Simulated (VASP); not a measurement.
## SrCl2: structure and properties in VASP

What structure does SrCl2 take at this level, and what are its properties? The steps: full relaxation (r2SCAN), single point with fields (r2SCAN), bands along the symmetry lines (r2SCAN), total and projected DOS (r2SCAN), volume scan with r2SCAN, fit for r2SCAN, vibrations at Γ (r2SCAN) and bands along the symmetry lines (r2SCAN) with a changed input. The start is a cell from a database of measured crystal structures.

Program: VASP 6.6.1. Level of theory: r2SCAN; plane waves and PAW (Sr_sv, Cl). Results are calculated unless marked as measured.

## Step 1: The starting structure

Before any relaxation, the start is as follows. Symmetry: Fm-3m, No. 225, cubic system. The conventional cell has a = 6.977 Å, b = 6.977 Å, c = 6.977 Å, α = 90.00°, β = 90.00°, γ = 90.00°. Nearest to Sr lie 8 Cl at 3.02 Å. Cl has 4 Sr at 3.02 Å nearest. Farther neighbours and most contacts between anions are not listed.

As a file:

```xyz
3
Lattice="0.0000 3.4884 3.4884 3.4884 0.0000 3.4884 3.4884 3.4884 0.0000" Properties=species:S:1:pos:R:3 pbc="T T T"
Sr    0.0000    0.0000    0.0000
Cl    1.7442    1.7442    1.7442
Cl    5.2325    5.2325    5.2325
```

## Step 2: Full relaxation (r2SCAN)

The start need not lie at this functional's minimum. ISIF = 3 frees volume, shape and positions, and EDIFFG sets the threshold on forces and stress at which the search stops. r2SCAN adds the kinetic-energy density, costs more than a GGA and is run with LASPH.

INCAR

```
SYSTEM = SrCl2
PREC = Accurate
ENCUT = 400
EDIFF = 1E-06
NELM = 100
ISMEAR = 0
SIGMA = 0.05
LREAL = .FALSE.
ALGO = Normal
METAGGA = R2SCAN
LASPH = .TRUE.
NBANDS = 18
LORBIT = 11
LWAVE = .FALSE.
LCHARG = .FALSE.
KPAR = 2
IBRION = 2
NSW = 60
ISIF = 3
EDIFFG = -0.01
```

POSCAR

```
SrCl2
1.0
    0.0000000000      3.4883500000      3.4883500000
    3.4883500000      0.0000000000      3.4883500000
    3.4883500000      3.4883500000      0.0000000000
Sr Cl
1 2
Direct
    0.0000000000      0.0000000000      0.0000000000
    0.2500000000      0.2500000000      0.2500000000
    0.7500000000      0.7500000000      0.7500000000
```

KPOINTS

```
Automatic mesh
0
Gamma
7 7 7
0 0 0
```

The projector-augmented-wave data sets are Sr_sv and Cl (PBE family, release 64).

Started as:

```bash
$ mpirun -np 2 vasp_std
```

Log:

```text
[banner, memory and clock lines left out]
running    2 mpi-ranks, on    1 nodes
 distrk:  each k-point on    1 cores,    2 groups
 distr:  one band on    1 cores,    1 groups

 POSCAR found type information on POSCAR SrCl
 POSCAR found :  2 types and       3 ions
|                                                                             |
|               ----> ADVICE to this user running VASP <----                  |
|                                                                             |
|     You enforced a specific xc type in the INCAR file but a different       |
|     [... a line on the potential file left out ...]
|     I HOPE YOU KNOW WHAT YOU ARE DOING!                                     |
|                                                                             |

 LDA part: xc-table for (None), standard interpolation
 POSCAR, INCAR and KPOINTS ok, starting setup
 FFT: planning ... GRIDC
 FFT: planning ... GRID_SOFT
 FFT: planning ... GRID
 WAVECAR not read
 entering main loop
       N       E                     dE             d eps       ncg     rms          rms(c)
DAV:   1     0.102004591643E+03    0.10200E+03   -0.10255E+04   720   0.994E+02
DAV:   2    -0.345977941126E+02   -0.13660E+03   -0.13248E+03   950   0.218E+02
DAV:   3    -0.423559204990E+02   -0.77581E+01   -0.77377E+01  1000   0.536E+01
DAV:   4    -0.425605082709E+02   -0.20459E+00   -0.20415E+00  1190   0.752E+00
DAV:   5    -0.425631786541E+02   -0.26704E-02   -0.26680E-02  1054   0.778E-01    0.115E+01
DAV:   6    -0.357002142448E+02    0.68630E+01   -0.22056E+00  1170   0.953E+00    0.706E+00
DAV:   7    -0.356754433961E+02    0.24771E-01   -0.59279E-01   972   0.496E+00    0.262E+00
DAV:   8    -0.356855183039E+02   -0.10075E-01   -0.36206E-02   928   0.142E+00    0.927E-01
DAV:   9    -0.356858187109E+02   -0.30041E-03   -0.12631E-02   842   0.644E-01    0.227E-01
DAV:  10    -0.356862077705E+02   -0.38906E-03   -0.45991E-04  1038   0.136E-01    0.927E-02
DAV:  11    -0.356866128575E+02   -0.40509E-03   -0.30600E-04   828   0.129E-01    0.373E-02
DAV:  12    -0.356866237859E+02   -0.10928E-04   -0.83588E-06  1122   0.198E-02    0.881E-03
DAV:  13    -0.356866287982E+02   -0.50123E-05   -0.48647E-06   824   0.149E-02    0.356E-03
DAV:  14    -0.356866287480E+02    0.50227E-07   -0.14761E-07   904   0.269E-03
   1 F= -.35686629E+02 E0= -.35686629E+02  d E =-.356866E+02
 curvature:   0.00 expect dE= 0.000E+00 dE for cont linesearch  0.000E+00
 trial: gam= 0.00000 g(F)=  0.448E-46 g(S)=  0.121E-02 ort = 0.000E+00 (trialstep = 0.100E+01)
 search vector abs. value=  0.121E-02
 bond charge predicted
       N       E                     dE             d eps       ncg     rms          rms(c)
DAV:   1    -0.356936720786E+02   -0.70433E-02   -0.17076E-01   902   0.279E+00    0.603E-01
DAV:   2    -0.356886110870E+02    0.50610E-02   -0.13231E-02   940   0.682E-01    0.240E-01
DAV:   3    -0.356872583527E+02    0.13527E-02   -0.39175E-03  1196   0.355E-01    0.113E-01
DAV:   4    -0.356872421501E+02    0.16203E-04   -0.17696E-04  1320   0.813E-02    0.685E-02
DAV:   5    -0.356872545242E+02   -0.12374E-04   -0.12086E-04  1306   0.570E-02    0.262E-02
DAV:   6    -0.356872507360E+02    0.37882E-05   -0.46289E-06   944   0.163E-02    0.285E-03
DAV:   7    -0.356872503623E+02    0.37370E-06   -0.34792E-07   500   0.432E-03
   2 F= -.35687250E+02 E0= -.35687250E+02  d E =-.621614E-03
 trial-energy change:   -0.000622  1 .order   -0.000620   -0.001208   -0.000032
 step:   1.0276(harm=  1.0276)  dis= 0.00000  next Energy=   -35.687249 (dE=-0.620E-03)
 reached required accuracy - stopping structural energy minimisation
```

The job ended after 2.6 min (2 MPI ranks of AMD EPYC 7R43, shared host; peak memory 0.3 GiB; 5.2 min of CPU time).

The logs omit lines about the potential files and the build; timing stands in the text.

From OUTCAR (step 2):

```text
ion  position               nearest neighbor table
   1  0.000  0.000  0.000-   3 3.02   3 3.02   3 3.02   2 3.02   3 3.02   2 3.02   2 3.02   2 3.02

  LATTYP: Found a face centered cubic cell.
 ALAT       =     6.9767000000

 Subroutine GETGRP returns: Found 48 space group operations
 (whereof 48 operations were pure point group operations)

The static configuration has the point symmetry O_h .

 Found     20 irreducible k-points:

   k-points           NKPTS =     20   k-points in BZ     NKDIM =     20   number of bands    NBANDS=     18

   dimension x,y,z NGX =    32 NGY =   32 NGZ =   32
   dimension x,y,z NGXF=    64 NGYF=   64 NGZF=   64

   ENCUT  =  400.0 eV  29.40 Ry    5.42 a.u.   8.04  8.04  8.04*2*pi/ulx,y,z

   NELECT =      24.0000    total number of electrons

 k-points in reciprocal lattice and weights: Automatic mesh
   0.00000000  0.00000000  0.00000000       0.003
   0.14285714  0.00000000  0.00000000       0.023
   0.28571429  0.00000000  0.00000000       0.023
   0.42857143  0.00000000  0.00000000       0.023
   0.14285714  0.14285714  0.00000000       0.017
   0.28571429  0.14285714  0.00000000       0.070
   0.42857143  0.14285714  0.00000000       0.070
  -0.42857143  0.14285714  0.00000000       0.070
  -0.28571429  0.14285714  0.00000000       0.070
[...]
-0.42857143  0.42857143  0.14285714       0.070
  -0.28571429  0.42857143  0.14285714       0.070

 average (electrostatic) potential at core
       1 -43.4136       2 -96.4954       3 -96.4954

 E-fermi :  -0.0081

 k-point     1 :       0.0000    0.0000    0.0000
  band No.  band energies     occupation
    ...
      8      -2.3930      2.00000
      9      -2.3930      2.00000
     10      -0.6141      2.00000
     11      -0.6141      2.00000
     12      -0.6141      2.00000
     13       5.6658      0.00000
     14       6.4204      0.00000
     15       6.4204      0.00000
     16       9.3406      0.00000
     17       9.3406      0.00000
    ...

 k-point     2 :       0.1429    0.0000    0.0000
  band No.  band energies     occupation
    ...
      8      -2.3180      2.00000
      9      -2.2560      2.00000
     10      -0.8396      2.00000
     11      -0.7239      2.00000
     12      -0.7239      2.00000
     13       6.1008      0.00000
     14       6.5730      0.00000
     15       6.5730      0.00000
     16       8.4984      0.00000
     17       9.1617      0.00000
    ...

 k-point     3 :       0.2857    0.0000    0.0000
  band No.  band energies     occupation
    ...
      8      -2.1176      2.00000
      9      -1.9561      2.00000
     10      -1.2851      2.00000
     11      -0.9893      2.00000
     12      -0.9893      2.00000
     13       6.8575      0.00000
     14       6.8575      0.00000
     15       6.8847      0.00000
     16       8.2757      0.00000
     17       9.0056      0.00000
    ...

  Total        0.0042431      0.0042431      0.0042431      0.0000000     -0.0000000      0.0000000
  in kB        0.0794674      0.0794674      0.0794674      0.0000000     -0.0000000      0.0000000
  external PRESSURE =       0.0794674 kB  Pullay stress =       0.0000000 kB

  energy-cutoff  :      400.00
  volume of cell :       85.55
      direct lattice vectors                 reciprocal lattice vectors
     0.000000000  3.497225528  3.497225528    -0.142970476  0.142970476  0.142970476
     3.497225528  0.000000000  3.497225528     0.142970476 -0.142970476  0.142970476
     3.497225528  3.497225528 -0.000000000     0.142970476  0.142970476 -0.142970476

 POSITION                                       TOTAL-FORCE (eV/Angst)
 -----------------------------------------------------------------------------------
      3.49723      0.00000      3.49723         0.000000     -0.000000      0.000000
      1.74861      1.74861      1.74861        -0.000000     -0.000000     -0.000000
      5.24584      5.24584      5.24584         0.000000      0.000000      0.000000
 -----------------------------------------------------------------------------------
    total drift:                                0.000000     -0.000000      0.000000

  FREE ENERGIE OF THE ION-ELECTRON SYSTEM (eV)
  ---------------------------------------------------
  free  energy   TOTEN  =       -35.6872503623 eV

  energy  without entropy=      -35.6872503623  energy(sigma->0) =      -35.68725036

 reached required accuracy - stopping structural energy minimisation

 total charge
# of ion       s       p       d       tot
------------------------------------------
    1        1.995   5.856   0.136   7.987
    2        1.599   3.613   0.000   5.212
    3        1.599   3.613   0.000   5.212
--------------------------------------------------
tot          5.193  13.082   0.136  18.411

[... 3 further parts left out ...]
```

CONTCAR:

```
SrCl2
   1.00000000000000
     0.0000000000000000    3.4972255283711391    3.4972255283711391
     3.4972255283711391    0.0000000000000000    3.4972255283711391
     3.4972255283711391    3.4972255283711391   -0.0000000000000000
  Sr              Cl
     1     2
Direct
     0.0000000000000000    1.0000000000000000    0.0000000000000000
     0.2500000000000000    0.2500000000000000    0.2500000000000000
     0.7500000000000000    0.7500000000000000    0.7500000000000000
```

The gap is read on the k-mesh alone, so it is an upper bound where the band edges lie off the mesh, and a coarse mesh can show a gap where there is none. The PAW data sets were made with PBE, which is usual practice but a small mismatch for other functionals. The run keeps the 48 symmetry operations of its start, so it cannot find a distortion of lower symmetry.

Relaxation path:

```
step  energy less that of the first step (eV)  largest force (eV/Å)  pressure (GPa)  volume (Å³)
   1                                   0.0000                0.0000            0.30        84.90
   2                                  -0.0006                0.0000            0.01        85.55
```

```
conventional cell, symmetrised  before  after  change
                         a (Å)   6.977  6.994  +0.3 %
                         b (Å)   6.977  6.994  +0.3 %
                         c (Å)   6.977  6.994  +0.3 %
              volume (Å³/atom)   28.30  28.52  +0.8 %
```

Final coordinates:

```xyz
3
Lattice="0.0000 3.4972 3.4972 3.4972 0.0000 3.4972 3.4972 3.4972 0.0000" Properties=species:S:1:pos:R:3 pbc="T T T"
Sr    0.0000    0.0000    0.0000
Cl    1.7486    1.7486    1.7486
Cl    5.2458    5.2458    5.2458
```

Numbers from this step:

```yaml
electrons: 24
bands: 18
irreducible_k_points: 20
symmetry_operations: 48
free_energy_toten: -35.69 eV
fermi_energy: -0.0081 eV
pressure: 0.007947 GPa
metallic_judged_on_the_points_sampled: no
valence_top_at_k: -0.4286, 0.4286, 0
conduction_bottom_at_k: 0, 0, 0
least_direct_gap_at_k: 0.4286, 0.4286, 0
scf_cycles_over_all_ionic_steps: 21
gap_on_the_k_mesh: 5.970 eV
least_direct_gap_on_the_k_mesh: 6.194 eV
```

It ends with forces that vanish by symmetry and a pressure of 0.01 GPa. The volume lies +0.8 % from that of the database's start.

[end of part 1 of 5]

[Lines on the potential files, build, host, timing and source positions are cut from VASP's logs without a mark.]

[Logs are printed without paths, hosts, clocks, repeated set-up lines and the standing remarks that a program may print on its own settings, such as how far it seeks lower states.]

[Hosts, paths, dates, database ids (printed as entryN), source tags and the programs' standing remarks are cut or masked in the printed files.]

[A measured line is paired with the nearest computed mode of its activity, which favours agreement.]

[In band tables of VASP the shares of atoms and orbitals are scaled to a sum of 1 inside the atoms' spheres.]
